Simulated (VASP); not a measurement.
Given:

```xyz
8
Lattice="5.4374 0.0000 0.0000 -2.7187 4.7089 0.0000 0.0000 0.0000 4.3129" Properties=species:S:1:pos:R:3 pbc="T T T"
Ge     2.7187     1.5696     1.0782
Ge     0.0000     3.1393     3.2347
Rh     1.3593     0.7848     3.2347
Rh     1.3594     3.9241     1.0782
Rh     0.0000     1.5696     1.0782
Rh     2.7187     3.1393     3.2347
Rh     4.0781     0.7848     3.2347
Rh    -1.3594     3.9241     1.0782
```

Level of theory: r2SCAN meta-GGA, VASP's PBE PAW potentials (set 64) (plane waves; VASP 6.6.1). Settings: 400 eV cut-off, 7×7×8 Γ-centred mesh, tetrahedra with Blöchl corrections, potentials Ge_d Rh_pv.

The cores are frozen, which limits the accuracy of field gradients.

**Question.** Give the principal components of the electric field gradient (V/Å²) and the asymmetry η at each nucleus.

**Answer.** 
| atom | Vxx | Vyy | Vzz | η |
|---|---|---|---|---|
| Ge1 | 10.3 | 10.3 | -20.6 | 0.00 |
| Ge2 | 10.3 | 10.3 | -20.6 | 0.00 |
| Rh3 | 22.7 | 15.0 | -37.7 | 0.20 |
| Rh4 | 22.7 | 15.0 | -37.7 | 0.20 |
| Rh5 | 22.7 | 15.0 | -37.7 | 0.20 |
| Rh6 | 22.7 | 15.0 | -37.7 | 0.20 |
| Rh7 | 22.7 | 15.0 | -37.7 | 0.20 |
| Rh8 | 22.7 | 15.0 | -37.7 | 0.20 |

The structure comes from a computed database's GeRh3 entry (P6_3/mmc); how it stands against other phases isn't given here. It was relaxed first.
